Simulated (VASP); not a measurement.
# Lattice of Tantalum, functional by functional, part 2 of 2

Aim: relax Tantalum at several levels of theory and compare the cells. The starting structure is a measured crystal structure from the Crystallography Open Database.

VASP 6.6.1.

Results so far: PBEsol 17.55 Å³ an atom; LDA 17.15 Å³ an atom; PBE 18.21 Å³ an atom; PBEsol + D3(BJ) 16.98 Å³ an atom.

### Step 6. Relaxation with r2SCAN

Level of this step: r2SCAN; plane waves and PAW (Ta_pv) (VASP).

r2SCAN adds the kinetic-energy density, costs more than a GGA and is run with LASPH.

The input, INCAR:

```
SYSTEM = Ta
PREC = Accurate
ENCUT = 450
EDIFF = 1E-06
NELM = 100
ISMEAR = 1
SIGMA = 0.1
LREAL = .FALSE.
ALGO = Normal
METAGGA = R2SCAN
LASPH = .TRUE.
NBANDS = 11
LORBIT = 11
LWAVE = .FALSE.
LCHARG = .FALSE.
KPAR = 2
IBRION = 2
NSW = 50
ISIF = 3
EDIFFG = -0.01
```

The input, POSCAR:

```
Ta
1.0
   -1.6529000000      1.6529000000      1.6529000000
    1.6529000000     -1.6529000000      1.6529000000
    1.6529000000      1.6529000000     -1.6529000000
Ta
1
Direct
    0.0000000000      0.0000000000      0.0000000000
```

The input, KPOINTS:

```
Automatic mesh
0
Gamma
12 12 12
0 0 0
```

The projector-augmented-wave data sets are Ta_pv (PBE family, release 64).

On the command line:

```
$ mpirun -np 2 vasp_std
```

The program printed:

```text
[banner, memory and clock lines left out]
running    2 mpi-ranks, on    1 nodes
[...]
[... a notice as in an earlier step ...]

 LDA part: xc-table for (None), standard interpolation
 POSCAR, INCAR and KPOINTS ok, starting setup
[...]
entering main loop
       N       E                     dE             d eps       ncg     rms          rms(c)
DAV:   1     0.152313732001E+02    0.15231E+02   -0.60285E+03  1608   0.887E+02
DAV:   2    -0.510014616539E+02   -0.66233E+02   -0.64610E+02  1749   0.241E+02
DAV:   3    -0.518840140635E+02   -0.88255E+00   -0.87116E+00  1924   0.277E+01
DAV:   4    -0.518871262069E+02   -0.31121E-02   -0.31113E-02  1782   0.168E+00
[...]
DAV:  10    -0.485670638742E+02    0.76726E-04   -0.23006E-04  1779   0.171E-01    0.417E-02
DAV:  11    -0.485670557481E+02    0.81260E-05   -0.24461E-06  1767   0.153E-02    0.212E-03
DAV:  12    -0.485670564588E+02   -0.71066E-06   -0.23512E-07   939   0.447E-03
   1 F= -.48567056E+02 E0= -.48566618E+02  d E =-.485671E+02
[...]
DAV:   2    -0.485672214234E+02    0.10483E-02   -0.13424E-03  1659   0.404E-01    0.115E-01
DAV:   3    -0.485669795769E+02    0.24185E-03   -0.69409E-04  1659   0.278E-01    0.422E-02
DAV:   4    -0.485669812060E+02   -0.16292E-05   -0.54323E-06  1740   0.278E-02    0.584E-03
DAV:   5    -0.485669812703E+02   -0.64247E-07   -0.30558E-07   894   0.583E-03
   2 F= -.48566981E+02 E0= -.48566621E+02  d E =0.751885E-04
 trial-energy change:    0.000075  1 .order    0.000075   -0.000158    0.000308
 step:   0.3389(harm=  0.3389)  dis= 0.00000  next Energy=   -48.567083 (dE=-0.268E-04)
[...]
N       E                     dE             d eps       ncg     rms          rms(c)
DAV:   1    -0.485676415796E+02   -0.66037E-03   -0.19367E-02  1611   0.174E+00    0.225E-01
DAV:   2    -0.485671779673E+02    0.46361E-03   -0.57965E-04  1662   0.267E-01    0.762E-02
DAV:   3    -0.485670779775E+02    0.99990E-04   -0.30544E-04  1659   0.185E-01    0.284E-02
DAV:   4    -0.485670844148E+02   -0.64372E-05   -0.22802E-06  1707   0.181E-02    0.391E-03
DAV:   5    -0.485670844547E+02   -0.39948E-07   -0.18069E-07   816   0.454E-03
   3 F= -.48567084E+02 E0= -.48566672E+02  d E =-.279959E-04
[...]
reached required accuracy - stopping structural energy minimisation
```

Run time: 20 s. Hardware: 2 MPI ranks of Intel Xeon 6975P-C (Granite Rapids), shared host; peak memory 0.25 GiB.

OUTCAR, selected parts (step 6):

```text
  Total        0.0014925      0.0014925      0.0014925     -0.0000000     -0.0000000      0.0000000
  in kB        0.1321695      0.1321695      0.1321695     -0.0000000     -0.0000000      0.0000000
  external PRESSURE =       0.1321695 kB  Pullay stress =       0.0000000 kB

 POSITION                                       TOTAL-FORCE (eV/Angst)
 -----------------------------------------------------------------------------------
      0.00000      0.00000      0.00000        -0.000000      0.000000     -0.000000
 -----------------------------------------------------------------------------------
    total drift:                                0.000000     -0.000000      0.000000

  FREE ENERGIE OF THE ION-ELECTRON SYSTEM (eV)
  ---------------------------------------------------
  free  energy   TOTEN  =       -48.5670844547 eV

  energy  without entropy=      -48.5658466841  energy(sigma->0) =      -48.56667186

[... 2 parts as in an earlier step ...]

[... 2 further parts left out ...]
[key lines of the parts left out:]
E-fermi :   5.2334
```

With r2SCAN the relaxed cell holds 18.093 Å³ an atom, +0.16 % against the measured cell, with a = 3.308 Å. That is +3.08 % from PBEsol. Pressures at 0.985 and 1.015 times this volume, from two more relaxations that aren't shown, give a bulk modulus of 186.0 GPa.

### Step 7. Relaxation with r2SCAN + rVV10

rVV10 adds a nonlocal correlation energy for dispersion.

Changes to INCAR since step 6:

```diff
@@ -10,2 +10,6 @@
 METAGGA = R2SCAN
+LUSE_VDW = .TRUE.
+IVDW_NL = 2
+BPARAM = 11.95
+CPARAM = 0.0093
 LASPH = .TRUE.
```

POSCAR is that of step 6.

KPOINTS is that of step 6.

On the command line:

```
$ mpirun -np 2 vasp_std
```

The program printed:

```text
[banner, memory and clock lines left out]
running    2 mpi-ranks, on    1 nodes
[...]
|                                                                             |
|               ----> ADVICE to this user running VASP <----                  |
|                                                                             |
|     You have switched on vdW-DFT.                                           |
|     This routine was written and supplied by Jiri Klimes. We recommend      |
|     that you carefully read and cite the following publications:            |
|       J. Klimes, D.R. Bowler, A. Michelides                                 |
|          J. Phys.: Cond Matt. 22 022201 (2010)                              |
|       J. Klimes, D.R. Bowler, A. Michelides                                 |
|          Phys. Rev. B. 83, 195131 (2011)                                    |
|     and references therein.                                                 |
|                                                                             |

[...]
DAV:   1    -0.483995823740E+02   -0.53274E-02   -0.15719E-01  1605   0.499E+00    0.646E-01
Total rVV10 correction in eV:      0.1712058    12.3843154
Total rVV10 correction in eV:      0.1712058    12.3843154
DAV:   2    -0.483959124949E+02    0.36699E-02   -0.47083E-03  1653   0.757E-01    0.219E-01
Total rVV10 correction in eV:      0.1716274    12.3843154
Total rVV10 correction in eV:      0.1716274    12.3843154
DAV:   3    -0.483950805708E+02    0.83192E-03   -0.24092E-03  1662   0.519E-01    0.783E-02
Total rVV10 correction in eV:      0.1715125    12.3843154
Total rVV10 correction in eV:      0.1715125    12.3843154
DAV:   4    -0.483950951741E+02   -0.14603E-04   -0.19752E-05  1719   0.528E-02    0.106E-02
Total rVV10 correction in eV:      0.1715093    12.3843154
Total rVV10 correction in eV:      0.1715093    12.3843154
DAV:   5    -0.483950954900E+02   -0.31591E-06   -0.85158E-07  1167   0.963E-03
Total rVV10 correction in eV:      0.1715073    12.3843154
Total rVV10 correction in eV:      0.1715073    12.3843154
Total rVV10 correction in eV:      0.1715070    12.3843154
Total rVV10 correction in eV:      0.1715070    12.3843154
   3 F= -.48395095E+02 E0= -.48394617E+02  d E =-.193499E-03
[...]
reached required accuracy - stopping structural energy minimisation
```

Run time: 32 s. Hardware: 2 MPI ranks; peak memory 0.35 GiB; 63 s of CPU time.

Parts of OUTCAR (step 7):

```text
  Total        0.0016182      0.0016182      0.0016182     -0.0000000      0.0000000     -0.0000000
  in kB        0.1441481      0.1441481      0.1441481     -0.0000000      0.0000000     -0.0000000
  external PRESSURE =       0.1441481 kB  Pullay stress =       0.0000000 kB

 POSITION                                       TOTAL-FORCE (eV/Angst)
 -----------------------------------------------------------------------------------
     -0.00000      0.00000      0.00000         0.000000      0.000000      0.000000
 -----------------------------------------------------------------------------------
    total drift:                                0.000000      0.000000      0.000000

  FREE ENERGIE OF THE ION-ELECTRON SYSTEM (eV)
  ---------------------------------------------------
  free  energy   TOTEN  =       -48.3950954900 eV

  energy  without entropy=      -48.3936611080  energy(sigma->0) =      -48.39461736

[... 2 parts as in an earlier step ...]

[... 2 further parts left out ...]
[key lines of the parts left out:]
E-fermi :   5.2698
```

With r2SCAN + rVV10 the relaxed cell holds 17.986 Å³ an atom, -0.43 % against the measured cell, with a = 3.301 Å. That is +2.47 % from PBEsol. Pressures at 0.985 and 1.015 times this volume, from two more relaxations that aren't shown, give a bulk modulus of 186.3 GPa.

### Step 8. Relaxation with vdW-DF-cx

vdW-DF-cx takes its exchange from the same plasmon model as its correlation.

Changes to INCAR since step 7:

```diff
@@ -9,7 +9,5 @@
 ALGO = Normal
-METAGGA = R2SCAN
+GGA = CX
+AGGAC = 0
 LUSE_VDW = .TRUE.
-IVDW_NL = 2
-BPARAM = 11.95
-CPARAM = 0.0093
 LASPH = .TRUE.
```

POSCAR is that of step 7.

KPOINTS is that of step 7.

On the command line:

```
$ mpirun -np 2 vasp_std
```

The program printed:

```text
[banner, memory and clock lines left out]
running    2 mpi-ranks, on    1 nodes
[...]
[... a notice as in an earlier step ...]

 [... a notice as in an earlier step ...]

 LDA part: xc-table for (Slater+PW92), standard interpolation
 POSCAR, INCAR and KPOINTS ok, starting setup
[...]
entering main loop
       N       E                     dE             d eps       ncg     rms          rms(c)
DAV:   1     0.556187665605E+02    0.55619E+02   -0.58723E+03  1600   0.859E+02
DAV:   2    -0.920176895174E+01   -0.64821E+02   -0.63329E+02  1752   0.234E+02
DAV:   3    -0.100445881359E+02   -0.84282E+00   -0.83526E+00  1944   0.266E+01
DAV:   4    -0.100472678040E+02   -0.26797E-02   -0.26793E-02  1722   0.156E+00
[...]
DAV:   9    -0.958108160033E+01    0.10693E-04   -0.69938E-05  1800   0.913E-02    0.227E-02
DAV:  10    -0.958107797103E+01    0.36293E-05   -0.36536E-06  1842   0.218E-02    0.314E-03
DAV:  11    -0.958107794971E+01    0.21324E-07   -0.75278E-08   998   0.324E-03
[...]
DAV:   5    -0.955689442905E+01    0.41737E-04   -0.30616E-04  1809   0.196E-01    0.326E-02
DAV:   6    -0.955689742922E+01   -0.30002E-05   -0.32178E-06  1871   0.206E-02    0.123E-03
DAV:   7    -0.955689730143E+01    0.12779E-06   -0.20163E-08   966   0.176E-03
   2 F= -.95568973E+01 E0= -.95568272E+01  d E =0.241806E-01
 trial-energy change:    0.024181  1 .order    0.026163   -0.037281    0.089608
 step:   0.3140(harm=  0.2938)  dis= 0.00000  next Energy=    -9.586993 (dE=-0.591E-02)
[...]
N       E                     dE             d eps       ncg     rms          rms(c)
DAV:   1    -0.974924448022E+01   -0.19235E+00   -0.51307E+00  1668   0.288E+01    0.375E+00
DAV:   2    -0.961610823095E+01    0.13314E+00   -0.17666E-01  1665   0.449E+00    0.126E+00
DAV:   3    -0.958665008848E+01    0.29458E-01   -0.82562E-02  1731   0.309E+00    0.448E-01
DAV:   4    -0.958717278462E+01   -0.52270E-03   -0.10087E-03  1943   0.316E-01    0.523E-02
DAV:   5    -0.958717255015E+01    0.23446E-06   -0.58432E-05  1797   0.800E-02    0.284E-02
DAV:   6    -0.958717230087E+01    0.24928E-06   -0.77181E-07  1353   0.101E-02
   3 F= -.95871723E+01 E0= -.95871887E+01  d E =-.609435E-02
[...]
reached required accuracy - stopping structural energy minimisation
```

It took 21 s on 2 MPI ranks; peak memory 0.47 GiB; 40 s of CPU time.

OUTCAR, selected parts (step 8):

```text
  Total       -0.0099444     -0.0099444     -0.0099444     -0.0000000      0.0000000     -0.0000000
  in kB       -0.9027068     -0.9027068     -0.9027068     -0.0000000      0.0000000     -0.0000000
  external PRESSURE =      -0.9027068 kB  Pullay stress =       0.0000000 kB

 POSITION                                       TOTAL-FORCE (eV/Angst)
 -----------------------------------------------------------------------------------
      0.00000      0.00000     -0.00000         0.000000      0.000000     -0.000000
 -----------------------------------------------------------------------------------
    total drift:                                0.000000     -0.000000     -0.000000

  FREE ENERGIE OF THE ION-ELECTRON SYSTEM (eV)
  ---------------------------------------------------
  free  energy   TOTEN  =        -9.5871723009 eV

  energy  without entropy=       -9.5872215689  energy(sigma->0) =       -9.58718872

[... 2 parts as in an earlier step ...]

[... 2 further parts left out ...]
[key lines of the parts left out:]
E-fermi :   5.5143
```

With vdW-DF-cx the relaxed cell holds 17.650 Å³ an atom, -2.29 % against the measured cell, with a = 3.280 Å. That is +0.56 % from PBEsol. Pressures at 0.985 and 1.015 times this volume, from two more relaxations that aren't shown, give a bulk modulus of 202.7 GPa.

### Step 9. Relaxation with BLYP

BLYP comes from molecular chemistry and underbinds dense solids. This run starts from the cell of an earlier relaxation, which isn't shown; the restart sets up the plane waves anew.

Changes to INCAR since step 8:

```diff
@@ -9,6 +9,7 @@
 ALGO = Normal
-GGA = CX
-AGGAC = 0
-LUSE_VDW = .TRUE.
-LASPH = .TRUE.
+GGA = B5
+ALDAX = 1
+AGGAX = 1
+AGGAC = 1
+ALDAC = 0
 NBANDS = 11
```

The input, POSCAR:

```
Ta
1.0
   -1.6759400654      1.6759400654      1.6759400654
    1.6759400654     -1.6759400654      1.6759400654
    1.6759400654      1.6759400654     -1.6759400654
Ta
1
Direct
    0.0000000000      0.0000000000      0.0000000000
```

KPOINTS is that of step 8.

On the command line:

```
$ mpirun -np 2 vasp_std
```

The program printed:

```text
[banner, memory and clock lines left out]
running    2 mpi-ranks, on    1 nodes
[...]
[... a notice as in an earlier step ...]

 LDA part: xc-table for (Slater(with rela. corr.)+VWN5), standard interpolation
 POSCAR, INCAR and KPOINTS ok, starting setup
[...]
entering main loop
       N       E                     dE             d eps       ncg     rms          rms(c)
DAV:   1     0.530547756037E+02    0.53055E+02   -0.59234E+03  1584   0.861E+02
DAV:   2    -0.986255483160E+01   -0.62917E+02   -0.61554E+02  1739   0.229E+02
DAV:   3    -0.107177579590E+02   -0.85520E+00   -0.84263E+00  1948   0.264E+01
DAV:   4    -0.107210603039E+02   -0.33023E-02   -0.33014E-02  1698   0.169E+00
[...]
DAV:   9    -0.102929682107E+02    0.27205E-04   -0.79272E-05  1824   0.953E-02    0.271E-02
DAV:  10    -0.102929629170E+02    0.52936E-05   -0.12529E-05  1761   0.391E-02    0.473E-03
DAV:  11    -0.102929627275E+02    0.18954E-06   -0.19302E-07  1074   0.548E-03
   1 F= -.10292963E+02 E0= -.10292901E+02  d E =-.102930E+02
[...]
reached required accuracy - stopping structural energy minimisation
```

Run time: 3.6 s. Hardware: 2 MPI ranks; peak memory 0.24 GiB.

Parts of OUTCAR (step 9):

```text
  Total       -0.0015992     -0.0015992     -0.0015992      0.0000000      0.0000000     -0.0000000
  in kB       -0.1360767     -0.1360767     -0.1360767      0.0000000      0.0000000     -0.0000000
  external PRESSURE =      -0.1360767 kB  Pullay stress =       0.0000000 kB

 POSITION                                       TOTAL-FORCE (eV/Angst)
 -----------------------------------------------------------------------------------
      0.00000      0.00000      0.00000         0.000000      0.000000      0.000000
 -----------------------------------------------------------------------------------
    total drift:                                0.000000     -0.000000      0.000000

  FREE ENERGIE OF THE ION-ELECTRON SYSTEM (eV)
  ---------------------------------------------------
  free  energy   TOTEN  =       -10.2929627275 eV

  energy  without entropy=      -10.2927766734  energy(sigma->0) =      -10.29290071

[... 2 parts as in an earlier step ...]

[... 2 further parts left out ...]
[key lines of the parts left out:]
E-fermi :   5.7037
```

With BLYP the relaxed cell holds 18.829 Å³ an atom, +4.24 % against the measured cell, with a = 3.352 Å. That is +7.28 % from PBEsol. Pressures at 0.985 and 1.015 times this volume, from two more relaxations that aren't shown, give a bulk modulus of 175.0 GPa.

### Step 10. The runs compared

```tsv
level	volume (Å³/atom)	against the measured cell (%)	a (Å)	bulk modulus (GPa)	pressure left (GPa)	core minutes
PBEsol	17.551	-2.83	3.2743	205.7	-0.03	0.187
LDA	17.154	-5.03	3.2494	223.2	0.0	0.307
PBE	18.21	0.81	3.3147	180.1	0.0	0.16
PBEsol + D3(BJ)	16.984	-5.97	3.2386	224.0	-0.01	0.393
r2SCAN	18.093	0.16	3.3076	186.0	0.01	0.653
r2SCAN + rVV10	17.986	-0.43	3.301	186.3	0.01	1.07
vdW-DF-cx	17.65	-2.29	3.2804	202.7	-0.09	0.7
BLYP	18.829	4.24	3.3519	175.0	-0.01	0.393
```

Core minutes are wall time times ranks, summed over the relaxations behind a row (those for a bulk modulus apart), on shared hosts.

### Step 11. Results

```
volume, PBEsol          : 17.55 Å³/atom
volume, LDA             : 17.15 Å³/atom
volume, PBE             : 18.21 Å³/atom
volume, PBEsol + D3(BJ) : 16.98 Å³/atom
volume, r2SCAN          : 18.09 Å³/atom
volume, r2SCAN + rVV10  : 17.99 Å³/atom
volume, vdW-DF-cx       : 17.65 Å³/atom
volume, BLYP            : 18.83 Å³/atom
```

Across 8 levels the volume of Tantalum spans 10.9 %, from 16.98 Å³ an atom (PBEsol + D3(BJ)) to 18.83 Å³ (BLYP). Against the measured volume of the starting structure, r2SCAN comes nearest (+0.2 %) and PBEsol + D3(BJ) lies farthest (-6.0 %). The measured cell holds zero-point expansion and, unless it was taken cold, thermal expansion, which the runs lack, so small differences decide nothing. Adding D3(BJ) to PBEsol changes the volume by -3.2 %. Adding rVV10 to r2SCAN changes the volume by -0.6 %. The bulk modulus goes from 175.0 GPa (BLYP) to 224.0 GPa (PBEsol + D3(BJ)). LASPH is on in some of these runs and off in others, which adds a little to the differences. Spin-orbit coupling is left out of all runs, which can matter with elements this heavy. All runs keep the symmetry of the start, so they can't find a distortion of lower symmetry. Further runs on this material are not shown.

[Lines on the potential files, build, host, timing and source positions are cut from VASP's logs without a mark.]

[Logs are printed without paths, hosts, clocks, repeated set-up lines and the standing remarks that a program may print on its own settings, such as how far it seeks lower states.]

[Hosts, paths, dates, database ids (printed as entryN), source tags and the programs' standing remarks are cut or masked in the printed files.]
